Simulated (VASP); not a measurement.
All values below come from PBE GGA, VASP's PBE PAW potentials (set 64) (plane waves; VASP).

VASP input:

**INCAR**
```
# general
SYSTEM = C
PREC   = Accurate
ENCUT  = 520   # plane-wave cut-off (eV)
LREAL  = .FALSE.
LASPH  = .TRUE.

# electronic loop
EDIFF  = 1E-6   # SCF stop (eV)
NELM   = 100
ALGO   = Normal

# smearing
ISMEAR = 1
SIGMA  = 0.1

# functional
GGA    = PE   # PBE

# ions
IBRION = 2   # conjugate gradients
NSW    = 60
ISIF   = 3   # ions, shape and volume
EDIFFG = -0.02   # ionic stop

# output
LWAVE  = .FALSE.
LCHARG = .FALSE.
```

### KPOINTS
```
K-points
0
G
  13 13 4
```

### POSCAR
```
C
1
    1.2343700318    -2.1379911122     0.0000000000
    1.2343700318     2.1379911122    -0.0000000000
    0.0000000000     0.0000000000     7.6631056957
C
4
Direct
  0.0000000000   0.0000000000   0.2500000000
  1.0000000000   1.0000000000   0.7500000000
  0.3333330000   0.6666670000   0.2500000000
  0.6666670000   0.3333330000   0.7500000000
```

POTCAR, in this order: C (PBE.64 set). Program: vasp_std.

Output

### OUTCAR
```
 ion  position               nearest neighbor table
   1  0.000  0.000  0.250-   3 1.43   3 1.43   3 1.43
   2  0.000  0.000  0.750-   4 1.43   4 1.43   4 1.43
   3  0.333  0.667  0.250-   1 1.43   1 1.43   1 1.43
   4  0.667  0.333  0.750-   2 1.43   2 1.43   2 1.43
  LATTYP: Found a hexagonal cell.
 ALAT       =     2.4687396321
 C/A-ratio  =     3.1040558494
 Subroutine PRICEL returns:
 Original cell was already a primitive cell.
 Subroutine GETGRP returns: Found 24 space group operations
The static configuration has the point symmetry D_3d.
 The point group associated with its full space group is D_6h.
The dynamic configuration has the point symmetry D_3d.
 Subroutine INISYM returns: Found 24 space group operations
 Subroutine IBZKPT returns following result:
 Found     63 irreducible k-points:

 Following reciprocal coordinates:
            Coordinates               Weight
  0.000000  0.000000  0.000000      1.000000
  0.076923  0.000000  0.000000      6.000000
  0.153846 -0.000000  0.000000      6.000000
  0.230769 -0.000000  0.000000      6.000000
  0.307692 -0.000000  0.000000      6.000000
  0.384615 -0.000000  0.000000      6.000000
  0.461538 -0.000000  0.000000      6.000000
  0.076923  0.076923  0.000000      6.000000
  0.153846  0.076923  0.000000     12.000000
  0.230769  0.076923  0.000000     12.000000
  0.307692  0.076923  0.000000     12.000000
  0.384615  0.076923  0.000000     12.000000
  0.461538  0.076923  0.000000      6.000000
  0.153846  0.153846  0.000000      6.000000
  0.230769  0.153846  0.000000     12.000000
  0.307692  0.153846  0.000000     12.000000
  0.384615  0.153846  0.000000     12.000000
  0.230769  0.230769  0.000000      6.000000
  0.307692  0.230769  0.000000     12.000000
  0.384615  0.230769  0.000000      6.000000
...
```

### OSZICAR
```
...
DAV:   8    -0.369023925890E+02   -0.10822E-01   -0.67931E-02  1748   0.181E+00    0.119E-01
DAV:   9    -0.369023357060E+02    0.56883E-04   -0.14198E-03  1904   0.305E-01    0.710E-02
DAV:  10    -0.369026836213E+02   -0.34792E-03   -0.46808E-04  1768   0.177E-01    0.330E-02
DAV:  11    -0.369026856232E+02   -0.20018E-05   -0.74581E-06  2032   0.228E-02    0.324E-03
DAV:  12    -0.369026872121E+02   -0.15889E-05   -0.12558E-06  1724   0.102E-02    0.335E-03
DAV:  13    -0.369026871337E+02    0.78373E-07   -0.14364E-07  1308   0.359E-03
   1 F= -.36902687E+02 E0= -.36902750E+02  d E =-.369027E+02
       N       E                     dE             d eps       ncg     rms          rms(c)
DAV:   1    -0.369034110856E+02   -0.72387E-03   -0.33816E-02  1568   0.163E+00    0.107E-01
DAV:   2    -0.369029501224E+02    0.46096E-03   -0.65856E-04  1840   0.202E-01    0.662E-02
DAV:   3    -0.369027115267E+02    0.23860E-03   -0.69599E-04  1852   0.182E-01    0.159E-02
DAV:   4    -0.369027108027E+02    0.72400E-06   -0.27013E-05  1736   0.395E-02    0.665E-03
DAV:   5    -0.369027107185E+02    0.84274E-07   -0.19111E-06  1384   0.130E-02
   2 F= -.36902711E+02 E0= -.36902773E+02  d E =-.235847E-04
       N       E                     dE             d eps       ncg     rms          rms(c)
DAV:   1    -0.369030083619E+02   -0.29756E-03   -0.78640E-03  1552   0.785E-01    0.523E-02
DAV:   2    -0.369028984710E+02    0.10989E-03   -0.15397E-04  1820   0.978E-02    0.323E-02
DAV:   3    -0.369028405798E+02    0.57891E-04   -0.16190E-04  1832   0.881E-02    0.771E-03
DAV:   4    -0.369028406901E+02   -0.11031E-06   -0.63423E-06  1712   0.192E-02
   3 F= -.36902841E+02 E0= -.36902903E+02  d E =-.153556E-03
       N       E                     dE             d eps       ncg     rms          rms(c)
DAV:   1    -0.369039388022E+02   -0.10982E-02   -0.27319E-02  1524   0.135E+00    0.110E-01
DAV:   2    -0.369033920767E+02    0.54673E-03   -0.69813E-04  1568   0.205E-01    0.594E-02
DAV:   3    -0.369031554539E+02    0.23662E-03   -0.75086E-04  1724   0.187E-01    0.171E-02
DAV:   4    -0.369031565104E+02   -0.10565E-05   -0.14907E-05  1728   0.314E-02    0.173E-02
DAV:   5    -0.369031579666E+02   -0.14563E-05   -0.83088E-07  1212   0.757E-03    0.144E-02
DAV:   6    -0.369031752710E+02   -0.17304E-04   -0.80738E-05  1616   0.737E-02    0.616E-02
DAV:   7    -0.369031604456E+02    0.14825E-04   -0.15246E-05  1592   0.325E-02    0.239E-02
DAV:   8    -0.369031559100E+02    0.45356E-05   -0.43759E-06  1660   0.174E-02    0.451E-03
DAV:   9    -0.369031551200E+02    0.78998E-06   -0.45812E-07   892   0.572E-03
   4 F= -.36903155E+02 E0= -.36903218E+02  d E =-.314430E-03
       N       E                     dE             d eps       ncg     rms          rms(c)
DAV:   1    -0.369074290155E+02   -0.42731E-02   -0.12563E-01  1520   0.290E+00    0.236E-01
DAV:   2    -0.369048916719E+02    0.25373E-02   -0.32147E-03  1516   0.439E-01    0.128E-01
DAV:   3    -0.369037916917E+02    0.11000E-02   -0.35022E-03  1696   0.404E-01    0.368E-02
DAV:   4    -0.369037966914E+02   -0.49997E-05   -0.69262E-05  1732   0.678E-02    0.374E-02
DAV:   5    -0.369037996947E+02   -0.30033E-05   -0.38846E-06  1860   0.155E-02    0.338E-02
DAV:   6    -0.369039697778E+02   -0.17008E-03   -0.87517E-04  1612   0.245E-01    0.232E-01
DAV:   7    -0.369038120354E+02    0.15774E-03   -0.30122E-04  1564   0.144E-01    0.624E-02
DAV:   8    -0.369037953882E+02    0.16647E-04   -0.28734E-05  1684   0.457E-02    0.143E-02
DAV:   9    -0.369037966139E+02   -0.12257E-05   -0.48474E-07  1180   0.741E-03    0.187E-02
DAV:  10    -0.369037932782E+02    0.33357E-05   -0.30089E-06  1600   0.139E-02    0.351E-03
DAV:  11    -0.369037928763E+02    0.40196E-06   -0.14037E-07   908   0.339E-03
   5 F= -.36903793E+02 E0= -.36903856E+02  d E =-.952186E-03
       N       E                     dE             d eps       ncg     rms          rms(c)
DAV:   1    -0.369192858963E+02   -0.15493E-01   -0.49474E-01  1520   0.575E+00    0.466E-01
DAV:   2    -0.369092777825E+02    0.10008E-01   -0.12644E-02  1524   0.873E-01    0.254E-01
DAV:   3    -0.369048974834E+02    0.43803E-02   -0.13995E-02  1692   0.807E-01    0.743E-02
DAV:   4    -0.369049193758E+02   -0.21892E-04   -0.28057E-04  1740   0.136E-01    0.774E-02
DAV:   5    -0.369049124315E+02    0.69443E-05   -0.44858E-06  1788   0.185E-02    0.751E-02
DAV:   6    -0.369048863248E+02    0.26107E-04   -0.36862E-05  1592   0.661E-02    0.124E-01
DAV:   7    -0.369049274723E+02   -0.41148E-04   -0.72385E-05  1644   0.673E-02    0.198E-01
DAV:   8    -0.369049342643E+02   -0.67920E-05   -0.32362E-06  1676   0.161E-02    0.212E-01
DAV:   9    -0.369049326806E+02    0.15837E-05   -0.95767E-07  1132   0.988E-03    0.201E-01
DAV:  10    -0.369048997195E+02    0.32961E-04   -0.11937E-04  1664   0.948E-02    0.822E-02
DAV:  11    -0.369048994165E+02    0.30304E-06   -0.18620E-05  1828   0.378E-02    0.370E-02
DAV:  12    -0.369049013510E+02   -0.19345E-05   -0.37369E-06  1700   0.168E-02    0.153E-02
DAV:  13    -0.369049028755E+02   -0.15246E-05   -0.12776E-06  1280   0.100E-02    0.299E-03
DAV:  14    -0.369049036080E+02   -0.73246E-06   -0.41162E-07   944   0.612E-03
   6 F= -.36904904E+02 E0= -.36904967E+02  d E =-.206292E-02
       N       E                     dE             d eps       ncg     rms          rms(c)
DAV:   1    -0.369627938008E+02   -0.57891E-01   -0.19222E+00  1540   0.113E+01    0.916E-01
DAV:   2    -0.369238726277E+02    0.38921E-01   -0.49035E-02  1536   0.172E+00    0.502E-01
DAV:   3    -0.369064633320E+02    0.17409E-01   -0.56331E-02  1676   0.161E+00    0.152E-01
DAV:   4    -0.369065582982E+02   -0.94966E-04   -0.11527E-03  1732   0.274E-01    0.162E-01
DAV:   5    -0.369064897512E+02    0.68547E-04   -0.14915E-04  1660   0.103E-01    0.127E-01
DAV:   6    -0.369064546026E+02    0.35149E-04   -0.10346E-04  1620   0.109E-01    0.117E-01
DAV:   7    -0.369064807311E+02   -0.26128E-04   -0.15409E-05  1880   0.283E-02    0.127E-01
DAV:   8    -0.369064889405E+02   -0.82094E-05   -0.16280E-06  1292   0.108E-02    0.136E-01
DAV:   9    -0.369064898643E+02   -0.92382E-06   -0.29494E-07   972   0.529E-03
   7 F= -.36906490E+02 E0= -.36906556E+02  d E =-.364917E-02
       N       E                     dE             d eps       ncg     rms          rms(c)
DAV:   1    -0.369172386088E+02   -0.10750E-01   -0.35946E-01  1540   0.494E+00    0.477E-01
DAV:   2    -0.369091691345E+02    0.80695E-02   -0.98217E-03  1536   0.761E-01    0.256E-01
DAV:   3    -0.369058958734E+02    0.32733E-02   -0.10686E-02  1660   0.713E-01    0.595E-02
DAV:   4    -0.369059001067E+02   -0.42333E-05   -0.21670E-04  1732   0.118E-01    0.407E-02
DAV:   5    -0.369058968076E+02    0.32991E-05   -0.27657E-05  1672   0.537E-02    0.400E-03
DAV:   6    -0.369058992251E+02   -0.24175E-05   -0.34022E-06  1708   0.159E-02    0.759E-03
DAV:   7    -0.369058994178E+02   -0.19272E-06   -0.31501E-06  1656   0.127E-02
   8 F= -.36905899E+02 E0= -.36905964E+02  d E =-.305873E-02
       N       E                     dE             d eps       ncg     rms          rms(c)
DAV:   1    -0.369089346756E+02   -0.30355E-02   -0.92990E-02  1532   0.250E+00    0.203E-01
DAV:   2    -0.369070449971E+02    0.18897E-02   -0.23571E-03  1532   0.377E-01    0.110E-01
DAV:   3    -0.369062164073E+02    0.82859E-03   -0.26192E-03  1656   0.350E-01    0.325E-02
DAV:   4    -0.369062204815E+02   -0.40742E-05   -0.52229E-05  1748   0.594E-02    0.343E-02
DAV:   5    -0.369062145147E+02    0.59668E-05   -0.13434E-05  1600   0.314E-02    0.248E-02
DAV:   6    -0.369062114798E+02    0.30349E-05   -0.60862E-06  1668   0.190E-02    0.295E-02
DAV:   7    -0.369062133762E+02   -0.18964E-05   -0.28305E-06  1648   0.126E-02    0.396E-02
DAV:   8    -0.369062134150E+02   -0.38885E-07   -0.22192E-07   892   0.449E-03
   9 F= -.36906213E+02 E0= -.36906279E+02  d E =-.337272E-02
```

File OUTCAR:
```
------------------------ aborting loop because EDIFF is reached ----------------------------------------
  FORCE on cell =-STRESS in cart. coord.  units (eV):
  Direction    XX          YY          ZZ          XY          YZ          ZX
  --------------------------------------------------------------------------------------
  Total       -0.0235320     -0.0235320      0.0167545      0.0000000      0.0000000      0.0000000
  in kB       -0.9026499     -0.9026495      0.6426773      0.0000000      0.0000000      0.0000000
  external PRESSURE =      -0.3875407 kB  Pullay stress =       0.0000000 kB
  volume of cell :       41.77
      direct lattice vectors                 reciprocal lattice vectors
     1.233947747 -2.137259694  0.000000000     0.405203544 -0.233944430 -0.000000000
     1.233947747  2.137259694 -0.000000000     0.405203544  0.233944430  0.000000000
     0.000000000 -0.000000000  7.918924988     0.000000000  0.000000000  0.126279767
 POSITION                                       TOTAL-FORCE (eV/Angst)
 -----------------------------------------------------------------------------------
      0.00000     -0.00000      1.97973         0.000000     -0.000000      0.000000
      0.00000     -0.00000      5.93919         0.000000     -0.000000     -0.000000
      1.23395      0.71242      1.97973        -0.000000      0.000000     -0.000000
      1.23395     -0.71242      5.93919        -0.000000     -0.000000      0.000000
 -----------------------------------------------------------------------------------
    total drift:                               -0.000000     -0.000000      0.000000
  FREE ENERGIE OF THE ION-ELECTRON SYSTEM (eV)
  ---------------------------------------------------
  free  energy   TOTEN  =       -36.9062134150 eV

  energy  without entropy=      -36.9064095271  energy(sigma->0) =      -36.90627879

 reached required accuracy - stopping structural energy minimisation
```
(Selected blocks of OUTCAR.)

### CONTCAR
```
C
   1.00000000000000
     1.2339477470440170   -2.1372596940770756    0.0000000000000000
     1.2339477470440170    2.1372596940770756   -0.0000000000000000
     0.0000000000000000   -0.0000000000000000    7.9189249878237415
  C
     4
Direct
     0.0000000000000000    0.0000000000000000    0.2500000000000000
     0.0000000000000000    0.0000000000000000    0.7500000000000000
     0.3333330000000032    0.6666669999999968    0.2500000000000000
     0.6666669999999968    0.3333330000000032    0.7500000000000000
```

Energy and stress use the plane-wave basis of the starting cell. Without a dispersion term in the relaxation, distances and binding between the weakly bound layers, chains or molecules are unreliable, and so is what depends on them.

The compound is C in the graphite structure. This run relaxes it. Symmetry was kept, so distortions that lower it aren't found. The start is the result of an earlier pass.
